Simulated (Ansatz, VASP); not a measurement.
**Si7Ge17 (generalised stacking fault on (111) (glide set) of a Ge-Si solid solution) in two plane-wave programs**

One calculation is typed for both programs; each brings its own data sets. How far apart do they land? The structure shown is the start of the Ansatz relaxation below; VASP solves that cell, so the two are compared at the walk's first step.

Method: plane waves, with VASP 6.6.1 beside it; single point at LDA, in Ansatz 0.2.0.

## 1. Starting point

The cell holds 72 atoms: 51 Ge and 21 Si. Cell: a = 6.849 Å, b = 11.862 Å, c = 19.646 Å, α = 90.0°, β = 85.0°, γ = 90.0°. As first built, before any earlier steps moved the atoms (in the runner's words): diamond-structure Ge (a = 5.5919 A), cell with z along [111], 1 x 3 x 2 periods; the third cell vector is tilted by 0.250 of 1/2[11-2] and lengthened by 0.2 A, so the cell holds one fault (glide set); displaced by a Gaussian of 0.01 A; 21 of 72 Ge sites given to Si at random (lattice constant by Vegard's rule between Ge and Si). The structure's axis is c.

## 2. Ansatz: relaxation, LDA

Ansatz runs on its default PAW (the set named soft_2) files.

The two programs are compared at the cell with which this relaxation starts, whose forces are those of its first step.

input.yaml

```yaml
crystal:
  lattice:
    - [6.84865, 0.0, 0.0]
    - [0.0, 11.86221, 0.0]
    - [1.71216, 0.0, 19.57091]
  atoms:
    - { symbol: Ge, position: [0.49329, 0.16762, 0.0209] }
    - { symbol: Ge, position: [0.46202, 0.16677, 0.14499] }
    - { symbol: Ge, position: [0.78614, 0.16683, 0.18546] }
    - { symbol: Si, position: [0.75446, 0.16645, 0.30862] }
    - { symbol: Si, position: [0.99553, 0.00021, 0.02095] }
    - { symbol: Ge, position: [0.96389, 0.99899, 0.14373] }
    - { symbol: Si, position: [0.28473, 0.9999, 0.18511] }
    - { symbol: Ge, position: [0.25335, 0.00087, 0.31042] }
    - { symbol: Ge, position: [0.57881, 0.00085, 0.35052] }
    - { symbol: Si, position: [0.5472, 0.00022, 0.47445] }
    - { symbol: Si, position: [0.4951, 0.50021, 0.02067] }
    - { symbol: Si, position: [0.46671, 0.49971, 0.14401] }
    - { symbol: Ge, position: [0.78565, 0.50021, 0.18627] }
    - { symbol: Ge, position: [0.75486, 0.49976, 0.30857] }
    - { symbol: Si, position: [0.99511, 0.3347, 0.02084] }
    - { symbol: Ge, position: [0.96292, 0.33449, 0.14516] }
    - { symbol: Ge, position: [0.28666, 0.33224, 0.186] }
    - { symbol: Si, position: [0.25499, 0.33256, 0.30957] }
    - { symbol: Ge, position: [0.57898, 0.33365, 0.35017] }
    - { symbol: Si, position: [0.54684, 0.33388, 0.47416] }
    - { symbol: Ge, position: [0.07674, 0.16623, 0.35066] }
    - { symbol: Ge, position: [0.0464, 0.16713, 0.47498] }
    - { symbol: Si, position: [0.37087, 0.1674, 0.51569] }
    - { symbol: Si, position: [0.34293, 0.16727, 0.63986] }
    - { symbol: Ge, position: [0.66302, 0.16585, 0.68014] }
    - { symbol: Si, position: [0.63248, 0.16518, 0.80394] }
    - { symbol: Ge, position: [0.87024, 0.00054, 0.51573] }
    - { symbol: Ge, position: [0.83727, 0.0006, 0.63968] }
    - { symbol: Si, position: [0.1613, 0.99973, 0.68087] }
    - { symbol: Ge, position: [0.13327, 0.99954, 0.80449] }
    - { symbol: Ge, position: [0.45489, 0.00194, 0.84568] }
    - { symbol: Si, position: [0.42479, 0.99883, 0.96892] }
    - { symbol: Ge, position: [0.49458, 0.83278, 0.0208] }
    - { symbol: Si, position: [0.46515, 0.83254, 0.14464] }
    - { symbol: Ge, position: [0.78631, 0.83283, 0.18601] }
    - { symbol: Ge, position: [0.75816, 0.83216, 0.30854] }
    - { symbol: Ge, position: [0.99816, 0.66635, 0.02112] }
    - { symbol: Ge, position: [0.9644, 0.66772, 0.14416] }
    - { symbol: Ge, position: [0.28605, 0.6677, 0.18586] }
    - { symbol: Ge, position: [0.2574, 0.66774, 0.30956] }
    - { symbol: Ge, position: [0.57885, 0.66586, 0.35072] }
    - { symbol: Ge, position: [0.55033, 0.66727, 0.47475] }
    - { symbol: Ge, position: [0.0763, 0.50185, 0.35025] }
    - { symbol: Ge, position: [0.04519, 0.49947, 0.47455] }
    - { symbol: Ge, position: [0.37309, 0.50011, 0.51615] }
    - { symbol: Ge, position: [0.33717, 0.50034, 0.63859] }
    - { symbol: Ge, position: [0.66361, 0.49929, 0.68116] }
    - { symbol: Ge, position: [0.63178, 0.50134, 0.80385] }
    - { symbol: Si, position: [0.87121, 0.33334, 0.51632] }
    - { symbol: Si, position: [0.84044, 0.33322, 0.63928] }
    - { symbol: Ge, position: [0.16323, 0.33457, 0.67984] }
    - { symbol: Ge, position: [0.12972, 0.33329, 0.80468] }
    - { symbol: Ge, position: [0.456, 0.33334, 0.84557] }
    - { symbol: Ge, position: [0.42316, 0.3334, 0.96947] }
    - { symbol: Ge, position: [0.95492, 0.16743, 0.8461] }
    - { symbol: Ge, position: [0.9262, 0.16669, 0.96899] }
    - { symbol: Ge, position: [0.07796, 0.83276, 0.34939] }
    - { symbol: Ge, position: [0.04649, 0.83322, 0.47452] }
    - { symbol: Ge, position: [0.36937, 0.83287, 0.51494] }
    - { symbol: Ge, position: [0.33811, 0.83405, 0.63959] }
    - { symbol: Ge, position: [0.6647, 0.83473, 0.68029] }
    - { symbol: Ge, position: [0.63264, 0.83299, 0.80497] }
    - { symbol: Ge, position: [0.86999, 0.66637, 0.51505] }
    - { symbol: Ge, position: [0.83989, 0.66774, 0.63969] }
    - { symbol: Ge, position: [0.16296, 0.66596, 0.68025] }
    - { symbol: Ge, position: [0.13295, 0.66689, 0.80435] }
    - { symbol: Ge, position: [0.45524, 0.66607, 0.84572] }
    - { symbol: Si, position: [0.42516, 0.66567, 0.96911] }
    - { symbol: Si, position: [0.95378, 0.4992, 0.8467] }
    - { symbol: Si, position: [0.92619, 0.50099, 0.96973] }
    - { symbol: Ge, position: [0.95611, 0.83368, 0.84522] }
    - { symbol: Si, position: [0.92364, 0.83374, 0.969] }
kpoints:
  mp_grid: { grid: [2, 1, 1] }
hamiltonian:
  xc: lda
scf:
  occupations: { method: fermi_dirac, width: 0.05 }
output:
  forces: true
relax:
  f_tol: 0.05
  max_steps: 90
  cell: {}
```

Run with:

```sh
$ ansatz run input.yaml --threads 4 --pin off --max-ram 8192MiB --backend cpu --events-out ev --progress --plain --runs-dir out
```

Numbers of over 12 decimals in the logs are rounded to 6 here.

What it wrote:

```text
Engine: ansatz 0.2.0, aarch64-unknown-linux-gnu
Pseudopotentials: kind: paw
Pseudopotential: Ge, paw, valence charge 14, recommended cutoff 420 eV (normal), Ge.paw.azcp
Pseudopotential: Si, paw, valence charge 4, recommended cutoff 420 eV (normal), Si.paw.azcp
Functional definition: SPW92
  exchange = slater_x
  correlation = pw_c
Crystal: 72 atoms, lattice volume = 1589.943 Å³
Basis set: ecut = 420 eV, 31121 PW (Γ)
Bands: 479, of which v1, the nominal top of the filled ones, is band 399 counted from 1 (398 counted from 0)
Symmetry: 1 space group operations
Space group: P1 (ITA 1), of the structure as read, at distance tolerance 1.2e-4 Å
k-points: 2
Non-local potential: Ge, projectors of the file, l = 0: 2, l = 1: 2, l = 2: 3, l = 3: 1
Non-local potential: Si, projectors of the file, l = 0: 2, l = 1: 2, l = 2: 2
PAW form: soft (Blöchl's): semilocal exchange-correlation on the pseudo side does not see the compensation charge
PAW frozen core: Ge, regenerated for the run's functional, and the local potential with it (the file was generated under x = pbe(κ = 0.804, μ = 0.219515), c = pbe(β = 0.066725))
PAW frozen core: Si, regenerated for the run's functional, and the local potential with it (the file was generated under x = pbe(κ = 0.804, μ = 0.219515), c = pbe(β = 0.066725))
PAW one-centre angular grid: Ge, 590 points (default); XC on 64 Gauss nodes
PAW one-centre angular grid: Si, 110 points (default); XC on 64 Gauss nodes
Initial density: superposition of atomic densities (neutral atoms: chi_scale 0, normalization atom), corrected by the library's trained network
Initial wavefunctions: pseudopotential atomic-orbital guess
Functional: x = slater, c = lda
SCF iter   1: F=—  HF=-227772.384800 eV  |F-HF|=—  |Δ(HF+E_count)|=         —  Δρ=4.80e-3  dr2=6.25e-1  ethr=1.77e-3  ⟨swp⟩=5.5  Hψ=3451  notcnv=0  defer=45
preconditioner: auto → LDOS  [insulator: Δε(μ)=0.176 eV  Ē_g=20.346 eV  σ=0.050 eV  W_gap=0.70  n_scr=390 (ndim 8)  ℏωp=26.3 eV  f_vac=0.025  D(μ)=5.84/eV (n_scr^D=10)  ε∞_Penn≈2.7  β→1.0]
SCF iter   2: F=—  HF=-227772.272720 eV  |F-HF|=—  |Δ(HF+E_count)|=   1.12e-1  Δρ=1.50e-3  dr2=2.63e-1  ethr=7.83e-5  ⟨swp⟩=2.5  Hψ=1305  notcnv=0  defer=97
SCF iter   3: F=—  HF=-227772.238276 eV  |F-HF|=—  |Δ(HF+E_count)|=   3.44e-2  Δρ=6.82e-4  dr2=4.33e-2  ethr=3.30e-5  ⟨swp⟩=2.0  Hψ=1155  notcnv=0  defer=97
SCF iter   4: F=—  HF=-227772.230605 eV  |F-HF|=—  |Δ(HF+E_count)|=   7.67e-3  Δρ=1.52e-4  dr2=1.90e-3  ethr=5.42e-6  ⟨swp⟩=2.0  Hψ=1088  notcnv=0  defer=97
SCF iter   5: F=—  HF=-227772.230322 eV  |F-HF|=—  |Δ(HF+E_count)|=   2.83e-4  Δρ=5.81e-5  dr2=1.44e-4  ethr=2.39e-7  ⟨swp⟩=2.0  Hψ=1352  notcnv=0  defer=97
SCF iter   6: F=—  HF=-227772.230234 eV  |F-HF|=—  |Δ(HF+E_count)|=   8.82e-5  Δρ=1.62e-5  dr2=8.11e-6  ethr=1.81e-8  ⟨swp⟩=2.0  Hψ=1660  notcnv=0  defer=97
SCF iter   7: F=—  HF=-227772.230221 eV  |F-HF|=—  |Δ(HF+E_count)|=   1.32e-5  Δρ=6.25e-6  dr2=1.63e-6  ethr=1.02e-9  ⟨swp⟩=2.0  Hψ=1169  notcnv=0  defer=97
SCF iter   8: F=—  HF=-227772.230220 eV  |F-HF|=—  |Δ(HF+E_count)|=   1.25e-7  Δρ=2.38e-6  dr2=1.45e-7  ethr=2.04e-10  ⟨swp⟩=2.0  Hψ=1108  notcnv=0  defer=97
SCF iter   9: F=-227772.230220 eV  HF=-227772.230220 eV  |F-HF|=2.50e-9  |Δ(HF+E_count)|=   1.05e-8  Δρ=9.25e-7  dr2=1.80e-8  ethr=1.25e-11  ⟨swp⟩=4.0  Hψ=2583  notcnv=0
SCF 1 converged in 9 iterations: F = -227772.230220 eV  dr2 = 1.80e-8
  greatest PAW one-centre occupation: 0.998 electrons in one spin orbital (limit 2), on the Ge atom at site 0 (counted from 0), in its partial waves of l = 2
relax step   1: F+E_penalty+E_count = -227772.23022047 eV  Δ(F+E_penalty+E_count) = +0.000e0 eV  max|allowed force component| = 1.586e0 eV/Å  Δτ_max = 0.0000 Å  P = -1.556 GPa  Ω = 1589.943 Å³  (9 SCF iters, dr2 threshold 1.00e-7 eV, accepted)
Crystal: 72 atoms, lattice volume = 1539.599 Å³
Basis set: ecut = 420 eV, 30003 PW (Γ)
Initial density: handed on by an earlier stage of this run
Initial wavefunctions: those handed on with the density
iter 1 solved again at ethr=7.17e-5 eV; its pass at ethr=3.10e-3 eV (dr2=5.72e-1 eV) is discarded
SCF iter   1: F=—  HF=-227776.961530 eV  |F-HF|=—  |Δ(HF+E_count)|=         —  Δρ=6.50e-3  dr2=6.01e-1  ethr=7.17e-5  ⟨swp⟩=5.0  Hψ=4430  notcnv=0
preconditioner: auto → LDOS  [insulator: Δε(μ)=0.247 eV  Ē_g=20.484 eV  σ=0.050 eV  W_gap=0.84  n_scr=384 (ndim 8)  ℏωp=26.7 eV  f_vac=0.014  D(μ)=4.17/eV (n_scr^D=10)  ε∞_Penn≈2.7  β→1.0]
SCF iter   2: F=—  HF=-227776.910395 eV  |F-HF|=—  |Δ(HF+E_count)|=   5.11e-2  Δρ=2.42e-3  dr2=3.87e-1  ethr=7.17e-5  ⟨swp⟩=4.5  Hψ=1627  notcnv=0
SCF iter   3: F=—  HF=-227776.834184 eV  |F-HF|=—  |Δ(HF+E_count)|=   7.62e-2  Δρ=7.30e-4  dr2=4.91e-2  ethr=4.85e-5  ⟨swp⟩=2.5  Hψ=1397  notcnv=0  defer=57
SCF iter   4: F=—  HF=-227776.827154 eV  |F-HF|=—  |Δ(HF+E_count)|=   7.03e-3  Δρ=2.36e-4  dr2=3.23e-3  ethr=6.15e-6  ⟨swp⟩=2.0  Hψ=1101  notcnv=0  defer=57
[...]
atom  32  Si     0.00184939    -0.00257099    -0.00917473
  atom  33  Ge    -0.00307939    -0.00075592     0.00812834
  atom  34  Si     0.00304150    -0.00049203    -0.00530777
  atom  35  Ge    -0.00274742    -0.00034802     0.00024337
  atom  36  Ge    -0.00114830     0.00358629    -0.00190738
  atom  37  Ge    -0.00252067     0.00006788     0.00884917
  atom  38  Ge     0.00419023     0.00056067    -0.00688914
  atom  39  Ge     0.00172410     0.00114038     0.00244247
  atom  40  Ge     0.00095364    -0.00253173    -0.00488695
  atom  41  Ge    -0.00022765    -0.00072613     0.00201897
  atom  42  Ge    -0.00091856     0.00104228    -0.00917725
  atom  43  Ge     0.00118574    -0.00122350     0.00027024
  atom  44  Ge     0.00042309     0.00016703    -0.00610685
  atom  45  Ge    -0.00134183    -0.00298398     0.00908957
  atom  46  Ge     0.00085454    -0.00174233    -0.00271658
  atom  47  Ge     0.00153532    -0.00118324     0.00410793
  atom  48  Ge    -0.00075543    -0.00144042     0.00322129
  atom  49  Si    -0.00218291    -0.00094937     0.00427535
  atom  50  Si    -0.00121087     0.00057960    -0.00084551
  atom  51  Ge     0.00172825    -0.00090845     0.00347981
  atom  52  Ge     0.00153629     0.00118470    -0.00455727
  atom  53  Ge    -0.00314739     0.00061252     0.00125372
  atom  54  Ge     0.00452344    -0.00037225    -0.00937330
  atom  55  Ge    -0.00426740     0.00017097     0.00488234
[...]
atom  65  Ge     0.00144729     0.00152663     0.00564846
  atom  66  Ge    -0.00065257    -0.00343504    -0.00184680
  atom  67  Ge    -0.00373835    -0.00034715     0.00087872
  atom  68  Si     0.00403200     0.00019454    -0.00448207
  atom  69  Si    -0.00303558     0.00323902     0.00212810
  atom  70  Si    -0.00164149    -0.00191594    -0.00594239
  atom  71  Ge    -0.00384609     0.00102367     0.00447770
  atom  72  Si     0.00236994    -0.00010406    -0.00515603
  max |Σ_I F_I| component: 7.06e-5 eV/Å
--- Stress (GPa, compression-positive) ---
       -0.018099      -0.000273      -0.001181
       -0.000273       0.014927       0.001409
       -0.001181       0.001409       0.003770
  P = ⅓ Tr σ = 0.0002 GPa (0.002 kbar)
--- Relaxed structure (5 steps of the walk, 5 accepted, 1 SCFs on fresh bases) ---
  F+E_penalty+E_count = -227777.82384752 eV   max|allowed force component| = 9.373e-3 eV/Å   (the final SCF, on the basis selected at the relaxed cell)
  cell:  # Å, volume = 1533.4664 Å³
    - [6.653709, 5.562994368313646e-5, 0.152185]
    - [9.635389080439767e-5, 12.046585, -0.000269597]
    - [2.098312, -0.000430888, 19.179382]
  atoms:
    - { symbol: Ge, position: [0.527712, 0.165163, 0.015357] }
    - { symbol: Ge, position: [0.487002, 0.164279, 0.142015] }
    - { symbol: Ge, position: [0.813423, 0.166166, 0.184394] }
    - { symbol: Si, position: [0.769079, 0.167374, 0.308256] }
    - { symbol: Si, position: [1.034895, -0.000986083, 0.014675] }
    - { symbol: Ge, position: [0.994071, 1.000161, 0.139581] }
    - { symbol: Si, position: [0.315166, 0.997645, 0.181091] }
    - { symbol: Ge, position: [0.270535, 0.00185678, 0.304992] }
    - { symbol: Ge, position: [0.592701, 0.00369546, 0.350618] }
    - { symbol: Si, position: [0.544170, 0.00450166, 0.475078] }
    - { symbol: Si, position: [0.534079, 0.501682, 0.015129] }
    - { symbol: Si, position: [0.489033, 0.500752, 0.137941] }
    - { symbol: Ge, position: [0.805898, 0.499806, 0.181529] }
    - { symbol: Ge, position: [0.766408, 0.497288, 0.307457] }
    - { symbol: Si, position: [1.027410, 0.334829, 0.014711] }
    - { symbol: Ge, position: [0.987779, 0.333521, 0.139386] }
    - { symbol: Ge, position: [0.315155, 0.335702, 0.182435] }
    - { symbol: Si, position: [0.270605, 0.333144, 0.306657] }
    - { symbol: Ge, position: [0.587648, 0.329718, 0.350814] }
    - { symbol: Si, position: [0.549306, 0.329042, 0.475769] }
    - { symbol: Ge, position: [0.091287, 0.169791, 0.347766] }
    - { symbol: Ge, position: [0.052002, 0.169690, 0.474995] }
    - { symbol: Si, position: [0.372996, 0.167131, 0.517217] }
    - { symbol: Si, position: [0.326034, 0.165050, 0.639975] }
    - { symbol: Ge, position: [0.645456, 0.169088, 0.683095] }
    - { symbol: Si, position: [0.604211, 0.167516, 0.807483] }
    - { symbol: Ge, position: [0.865801, 0.00255197, 0.515266] }
    - { symbol: Ge, position: [0.830970, 0.00231634, 0.641574] }
    - { symbol: Si, position: [0.153199, 1.003255, 0.681515] }
    - { symbol: Ge, position: [0.107104, 1.001380, 0.805462] }
    - { symbol: Ge, position: [0.430740, 0.00334946, 0.850355] }
    - { symbol: Si, position: [0.383046, 0.999556, 0.975086] }
    - { symbol: Ge, position: [0.531842, 0.833837, 0.015199] }
    - { symbol: Si, position: [0.486101, 0.835390, 0.140181] }
    - { symbol: Ge, position: [0.807039, 0.834639, 0.181120] }
    - { symbol: Ge, position: [0.766978, 0.835312, 0.307055] }
    - { symbol: Ge, position: [1.032911, 0.666130, 0.013250] }
    - { symbol: Ge, position: [0.986456, 0.666881, 0.140271] }
    - { symbol: Ge, position: [0.317945, 0.667301, 0.179455] }
[...]
- { symbol: Si, position: [0.864655, 0.331750, 0.516595] }
    - { symbol: Si, position: [0.825064, 0.331875, 0.638869] }
[...]
- { symbol: Ge, position: [0.651559, 0.834605, 0.683419] }
    - { symbol: Ge, position: [0.605985, 0.834255, 0.809230] }
    - { symbol: Ge, position: [0.872788, 0.665910, 0.515654] }
    - { symbol: Ge, position: [0.827347, 0.666244, 0.641418] }
    - { symbol: Ge, position: [0.151639, 0.667026, 0.684196] }
    - { symbol: Ge, position: [0.103602, 0.664136, 0.810607] }
    - { symbol: Ge, position: [0.432112, 0.665320, 0.852056] }
    - { symbol: Si, position: [0.391177, 0.665157, 0.976511] }
    - { symbol: Si, position: [0.930161, 0.498696, 0.851816] }
    - { symbol: Si, position: [0.884456, 0.498272, 0.974669] }
    - { symbol: Ge, position: [0.931724, 0.834391, 0.851752] }
    - { symbol: Si, position: [0.889883, 0.835649, 0.976263] }
```

In the SCF lines HF is the Harris–Foulkes energy and dr2 the Hartree energy of the density residual, in eV; the loop may stop once dr2 is under the threshold and the program's other checks hold. Hψ counts applications of the Hamiltonian.

(Part 1 of 2 ends here.)

[Lines on the potential files, build, host, timing and source positions are cut from VASP's logs without a mark.]

[Logs are printed without paths, hosts, clocks, repeated set-up lines and the standing remarks that a program may print on its own settings, such as how far it seeks lower states.]

[Hosts, paths, dates, database ids (printed as entryN), source tags and the programs' standing remarks are cut or masked in the printed files.]
